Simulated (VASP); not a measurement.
# SrHfAs2 with PBE + D3: from relaxation to properties, part 6 of 6

What structure does SrHfAs2 take at this level, and what are its properties? The cell is invented: it takes the structure of a Materials Project entry for SrHfN2 (space group 166 there), with some of its atoms replaced by other elements, volume scaled by an estimate. It may not be a known or stable phase.

VASP 6.6.1, plane waves and PAW; the level of theory is named at each step.

Still holding for the runs below: The k-mesh is coarse for a metal.

So far. Step 14 (Volume scan with PBE + D3 (run 7)): The pressure falls from -2.75 to -3.94 GPa. The parabola predicted -3.91 GPa, +0.03 GPa off. Step 16 (Fit for PBE + D3): The fitted volume lies +0.08 % from the relaxed one. The atoms bear forces along the scan, since they were held; freeing them would lower the modulus.

## 17. Electric field gradients (PBE + D3)

This step: PBE with D3; plane waves and PAW (Hf_pv, Sr_sv, As); invented cell (VASP 6.6.1).

Field gradients probe how far the charge around each nucleus departs from cubic symmetry; LASPH keeps the non-spherical terms inside the spheres.

INCAR

```
SYSTEM = SrHfAs2
PREC = Accurate
ENCUT = 400
EDIFF = 1E-07
NELM = 100
ISMEAR = 0
SIGMA = 0.05
LREAL = .FALSE.
ALGO = Normal
GGA = PE
IVDW = 11
NBANDS = 21
LORBIT = 11
LWAVE = .FALSE.
LCHARG = .FALSE.
KPAR = 2
LEFG = .TRUE.
LASPH = .TRUE.
```

POSCAR

```
SrHfAs2
1.0
    1.9932022982      1.1507760240      7.0160841976
   -1.9932022982      1.1507760240      7.0160841976
    0.0000000000     -2.3015520480      7.0160841976
Hf Sr As
1 1 2
Direct
    0.5000000000      0.5000000000      0.5000000000
    0.0000000000      0.0000000000      0.0000000000
    0.2374279648      0.2374279648      0.2374279648
    0.7625720352      0.7625720352      0.7625720352
```

KPOINTS

```
Automatic mesh
0
Gamma
7 7 7
0 0 0
```

The projector-augmented-wave data sets are Hf_pv, Sr_sv and As (PBE family, release 64).

Launch:

```bash
mpirun -np 2 vasp_std
```

The program printed:

```text
[... set-up lines as in an earlier step ...]
 entering main loop
       N       E                     dE             d eps       ncg     rms          rms(c)
[... 2 cycles as in an earlier step ...]
DAV:   3    -0.270171457163E+02   -0.71298E+01   -0.69925E+01  2782   0.431E+01
DAV:   4    -0.272366288016E+02   -0.21948E+00   -0.21913E+00  2656   0.661E+00
DAV:   5    -0.272409772108E+02   -0.43484E-02   -0.43472E-02  2536   0.845E-01    0.443E+01
DAV:   6    -0.253373794963E+02    0.19036E+01   -0.54796E+00  2175   0.905E+00    0.301E+01
DAV:   7    -0.253361733853E+02    0.12061E-02   -0.11607E+00  2267   0.537E+00    0.759E+00
DAV:   8    -0.253157673136E+02    0.20406E-01   -0.11820E-01  2160   0.165E+00    0.868E-01
DAV:   9    -0.253134246947E+02    0.23426E-02   -0.24069E-02  2269   0.715E-01    0.418E-01
DAV:  10    -0.253135209748E+02   -0.96280E-04   -0.22623E-03  2228   0.237E-01    0.204E-01
DAV:  11    -0.253134961088E+02    0.24866E-04   -0.23312E-04  2463   0.769E-02    0.625E-02
DAV:  12    -0.253134905099E+02    0.55989E-05   -0.48532E-05  2216   0.314E-02    0.163E-02
DAV:  13    -0.253134915440E+02   -0.10341E-05   -0.73849E-06  2339   0.147E-02    0.140E-02
DAV:  14    -0.253134913986E+02    0.14538E-06   -0.39962E-07  2220   0.383E-03    0.285E-03
DAV:  15    -0.253134913334E+02    0.65168E-07   -0.64342E-08  1514   0.121E-03
ion   1
     0.0000000    -0.0000000    -0.0000003    -0.0146510    -0.0000000    -0.0000259
     0.0000654    -0.0000000    -0.0000003    -0.0146510    -0.0000000    -0.0000259
     0.0000901    -0.0000000    -0.0000003    -0.0146510    -0.0000000    -0.0000259
     0.0001241    -0.0000000    -0.0000003    -0.0146510    -0.0000000    -0.0000259
     0.0001709    -0.0000000    -0.0000003    -0.0146510    -0.0000000    -0.0000259

     0.0000000    -0.0000000    -0.0000038    32.7436563    -0.0000000    -0.0032148
     0.0000654    -0.0000000    -0.0000038    32.7199459    -0.0000000    -0.0032119
     0.0000901    -0.0000000    -0.0000038    32.7087386    -0.0000000    -0.0032105
     0.0001241    -0.0000000    -0.0000038    32.6917188    -0.0000000    -0.0032083
     0.0001709    -0.0000000    -0.0000038    32.6659898    -0.0000000    -0.0032050

ion   2
     0.0000000     0.0000000    -0.0000001     0.6123727     0.0000000    -0.0000189
     0.0000516     0.0000000    -0.0000001     0.6123727     0.0000000    -0.0000189
     0.0000711     0.0000000    -0.0000001     0.6123727     0.0000000    -0.0000189
     0.0000979     0.0000000    -0.0000001     0.6123727     0.0000000    -0.0000189
     0.0001348     0.0000000    -0.0000001     0.6123727     0.0000000    -0.0000189

     0.0000000     0.0000000    -0.0000004     8.9260086     0.0000000    -0.0008104
     0.0000516     0.0000000    -0.0000004     8.9254620     0.0000000    -0.0008103
     0.0000711     0.0000000    -0.0000004     8.9251593     0.0000000    -0.0008103
     0.0000979     0.0000000    -0.0000004     8.9246709     0.0000000    -0.0008103
     0.0001348     0.0000000    -0.0000004     8.9238864     0.0000000    -0.0008102

ion   3
     0.0000000     0.0000000     0.0000000     0.2694170    -0.0000000    -0.0000028
     0.0000490     0.0000000     0.0000000     0.2694170    -0.0000000    -0.0000028
     0.0000675     0.0000000     0.0000000     0.2694170    -0.0000000    -0.0000028
     0.0000929     0.0000000     0.0000000     0.2694170    -0.0000000    -0.0000028
     0.0001280     0.0000000     0.0000000     0.2694170    -0.0000000    -0.0000028

     0.0000000     0.0000000     0.0000000    12.3843134    -0.0000000    -0.0001372
     0.0000490     0.0000000     0.0000000    12.3838272    -0.0000000    -0.0001372
     0.0000675     0.0000000     0.0000000    12.3835526    -0.0000000    -0.0001372
     0.0000929     0.0000000     0.0000000    12.3831063    -0.0000000    -0.0001372
     0.0001280     0.0000000     0.0000000    12.3823846    -0.0000000    -0.0001372

ion   4
     0.0000000     0.0000000     0.0000000     0.2694170    -0.0000000    -0.0000028
     0.0000490     0.0000000     0.0000000     0.2694170    -0.0000000    -0.0000028
     0.0000675     0.0000000     0.0000000     0.2694170    -0.0000000    -0.0000028
     0.0000929     0.0000000     0.0000000     0.2694170    -0.0000000    -0.0000028
     0.0001280     0.0000000     0.0000000     0.2694170    -0.0000000    -0.0000028

     0.0000000     0.0000000     0.0000000    12.3843134    -0.0000000    -0.0001372
     0.0000490     0.0000000     0.0000000    12.3838272    -0.0000000    -0.0001372
     0.0000675     0.0000000     0.0000000    12.3835526    -0.0000000    -0.0001372
     0.0000929     0.0000000     0.0000000    12.3831063    -0.0000000    -0.0001372
     0.0001280     0.0000000     0.0000000    12.3823846    -0.0000000    -0.0001372

   1 F= -.26453941E+02 E0= -.26453644E+02  d E =-.595541E-03
```

It took 3 min on 2 MPI ranks of AMD EPYC 7R43, shared host; peak memory 0.65 GiB.

OUTCAR, selected parts (step 17):

```text
   NELECT =      30.0000    total number of electrons

 E-fermi :   4.1521

 k-point     1 :       0.0000    0.0000    0.0000
  band No.  band energies     occupation
    ...
      8      -7.3076      2.00000
      9      -5.5016      2.00000
     10      -0.4131      2.00000
     11       1.8864      2.00000
     12       1.8864      2.00000
     13       4.4486      0.00000
     14       4.8310      0.00000
     15       4.8310      0.00000
     16       5.1512      0.00000
     17       5.2679      0.00000
    ...

 Edisp (eV)   -1.14045

  Total      -0.01027    -0.01027     0.03540     0.00000     0.00000     0.00000
  in kB      -0.17048    -0.17048     0.58745     0.00000     0.00000     0.00000
  external pressure =        0.08 kB  Pullay stress =        0.00 kB

 POSITION                                       TOTAL-FORCE (eV/Angst)
 -----------------------------------------------------------------------------------
      0.00000      0.00000     10.52413         0.000000     -0.000000     -0.000000
      0.00000      0.00000      0.00000        -0.000000     -0.000000     -0.000000
      0.00000      0.00000      4.99744        -0.000000      0.000000     -0.004106
      0.00000      0.00000     16.05081        -0.000000      0.000000      0.004106
 -----------------------------------------------------------------------------------
    total drift:                                0.000000      0.000000     -0.000000

  FREE ENERGIE OF THE ION-ELECTRON SYSTEM (eV)
  ---------------------------------------------------
  free  energy   TOTEN  =       -26.4539414496 eV

  energy  without entropy=      -26.4533459089  energy(sigma->0) =      -26.45364368

 Electric field gradients after diagonalization (V/A^2)
 (convention: |V_zz| > |V_xx| > |V_yy|)
----------------------------------------------------------------------
 ion       V_xx      V_yy      V_zz     asymmetry (V_yy - V_xx)/ V_zz
----------------------------------------------------------------------
   1      20.754    20.747   -41.500       0.000
   2       5.463     5.462   -10.925       0.000
   3       7.733     7.732   -15.465       0.000
   4       7.733     7.732   -15.465       0.000
----------------------------------------------------------------------

[... 8 parts as in an earlier step ...]

[... 9 further parts left out ...]
```

Numbers from this step:

```yaml
scf_cycles: 15
free_energy_toten: -26.45 eV
energy_at_zero_smearing: -26.45 eV
fermi_energy: 4.152 eV
pressure: 0.008216 GPa
```

Electric field gradients, by row:

```
atom  Vxx (V/Å²)  Vyy (V/Å²)  Vzz (V/Å²)  asymmetry
 Hf1       20.75       20.75       -41.5          0
 Sr2       5.463       5.462      -10.93          0
 As3       7.733       7.732      -15.46          0
 As4       7.733       7.732      -15.46          0
```

The largest gradient, -41.50 V/Å², sits on Hf1; times the quadrupole moment of a nucleus that has one, it gives the coupling that NMR and NQR see.

## 18. Vibrations at Γ (PBE + D3)

Zone-centre modes test whether the atoms sit at a minimum within this cell. IBRION = 6 takes the force constants from differences of forces between displaced cells, so the forces must be tight.

INCAR

```
SYSTEM = SrHfAs2
PREC = Accurate
ENCUT = 400
EDIFF = 1E-08
NELM = 100
ISMEAR = 1
SIGMA = 0.2
LREAL = .FALSE.
ALGO = Normal
GGA = PE
IVDW = 11
NBANDS = 21
LORBIT = 11
LWAVE = .FALSE.
LCHARG = .FALSE.
KPAR = 2
IBRION = 6
NFREE = 2
POTIM = 0.015
ISIF = 2
NSW = 1
```

POSCAR is that of step 17.

KPOINTS

```
Automatic mesh
0
Gamma
11 11 11
0 0 0
```

Launch:

```bash
mpirun -np 2 vasp_std
```

The program printed:

```text
[... set-up lines as in an earlier step ...]
 entering main loop
       N       E                     dE             d eps       ncg     rms          rms(c)
DAV:   1     0.111580679324E+03    0.11158E+03   -0.12757E+04  6172   0.106E+03
DAV:   2    -0.200508474855E+02   -0.13163E+03   -0.12603E+03  7571   0.238E+02
DAV:   3    -0.270656896525E+02   -0.70148E+01   -0.69189E+01  9520   0.428E+01
DAV:   4    -0.272427364652E+02   -0.17705E+00   -0.17671E+00  8659   0.589E+00
[...]
DAV:  14    -0.253158493605E+02    0.15600E-06   -0.39448E-07  7786   0.359E-03    0.245E-03
DAV:  15    -0.253158492671E+02    0.93388E-07   -0.97875E-08  8805   0.128E-03    0.123E-03
DAV:  16    -0.253158492634E+02    0.37762E-08   -0.16823E-08  6230   0.649E-04
   1 F= -.26456299E+02 E0= -.26456493E+02  d E =0.580779E-03
 Found     6 degrees of freedom:
 Finite differences POTIM= 0.01500 DOF=   6
[...]
N       E                     dE             d eps       ncg     rms          rms(c)
DAV:   1    -0.253121304776E+02    0.37188E-02   -0.72638E-01 15372   0.497E+00    0.432E-01
DAV:   2    -0.253152736127E+02   -0.31431E-02   -0.33093E-02 16237   0.995E-01    0.122E-01
DAV:   3    -0.253153133259E+02   -0.39713E-04   -0.41628E-04 20957   0.115E-01    0.848E-02
DAV:   4    -0.253153195759E+02   -0.62500E-05   -0.16343E-05 21312   0.209E-02    0.421E-02
DAV:   5    -0.253153228018E+02   -0.32259E-05   -0.56570E-06 18986   0.151E-02    0.926E-03
DAV:   6    -0.253153227279E+02    0.73928E-07   -0.23485E-07 19911   0.258E-03    0.306E-03
DAV:   7    -0.253153227151E+02    0.12762E-07   -0.15120E-08 15298   0.755E-04    0.997E-04
DAV:   8    -0.253153227090E+02    0.61518E-08   -0.63225E-09 11931   0.518E-04
   2 F= -.26455788E+02 E0= -.26455981E+02  d E =0.581835E-03
 Finite differences progress:
  Degree of freedom:   1/  6
  Displacement:        1/  2
  Total:               1/ 12
[...]
N       E                     dE             d eps       ncg     rms          rms(c)
DAV:   1    -0.253082513211E+02    0.70714E-02   -0.15642E+00 15372   0.687E+00    0.586E-01
 hard stop encountered!  aborting job ...
 -----------------------------------------------------------------------------
|                                                                             |
|           W    W    AA    RRRRR   N    N  II  N    N   GGGG   !!!           |
|           W    W   A  A   R    R  NN   N  II  NN   N  G    G  !!!           |
|           W    W  A    A  R    R  N N  N  II  N N  N  G       !!!           |
|           W WW W  AAAAAA  RRRRR   N  N N  II  N  N N  G  GGG   !            |
|           WW  WW  A    A  R   R   N   NN  II  N   NN  G    G                |
|           W    W  A    A  R    R  N    N  II  N    N   GGGG   !!!           |
|                                                                             |
|     The electronic self-consistency was not achieved in the given           |
|     number of steps (NELM). The forces and other quantities evaluated       |
|     might not be reliable so examine the results carefully. If you find     |
|     spurious results, we suggest increasing NELM, if you were close to      |
|     convergence or switching to a different ALGO or adjusting the           |
|     density mixing parameters otherwise.                                    |
|                                                                             |
 -----------------------------------------------------------------------------

 soft stop encountered!  aborting job ...
```

The job ended after 24 min (2 MPI ranks).

The run was stopped at its time limit, by a STOPCAR file.

More ranks or a longer limit would be the way on.

## 19. Summary of results

- relaxed volume: 24.14 Å³/atom
- relaxed conventional cell a, b, c: 3.986, 3.986, 21.048 Å; angles 90.0, 90.0, 120.0°
- space group after relaxing, within 0.02 Å: R-3m (No. 166)
- band gap: none, a metal
- DOS at the Fermi level: 0.498 states/eV/cell
- band gap (TB-mBJ): none, a metal
- bulk modulus from the fit: 76.3 GPa
- volume from the fit: 24.2 Å³/atom
- largest field gradient Vzz: -41.50 V/Å² on Hf1

In words: With PBE + D3, SrHfAs2 relaxes to 24.14 Å³/atom in space group R-3m (held by the symmetry of the run), comes out as a metal and has a bulk modulus of 76.3 GPa at fixed shape and positions, an upper bound. Not obtained: vibrations at Γ (PBE + D3), because the run hit its time limit. Bands along the symmetry lines (PBE + D3): Of the bands kept, 4 cross the Fermi level on this path. Bands along the symmetry lines (TB-mBJ): Of the bands kept, 3 cross the Fermi level on this path. The other levels ran on the cell relaxed with PBE + D3, and without spin-orbit coupling unless named. Spin-orbit coupling is left out, and with elements this heavy it would split and shift bands near the Fermi level. The k-sampling is coarse for a metal, so the Fermi level, pressures and the shape of the cell carry errors. No search among competing phases was made. All values are for a static lattice at zero temperature.

[Lines on the potential files, build, host, timing and source positions are cut from VASP's logs without a mark.]

[Logs are printed without paths, hosts, clocks, repeated set-up lines and the standing remarks that a program may print on its own settings, such as how far it seeks lower states.]

[Hosts, paths, dates, database ids (printed as entryN), source tags and the programs' standing remarks are cut or masked in the printed files.]

[A measured line is paired with the nearest computed mode of its activity, which favours agreement.]
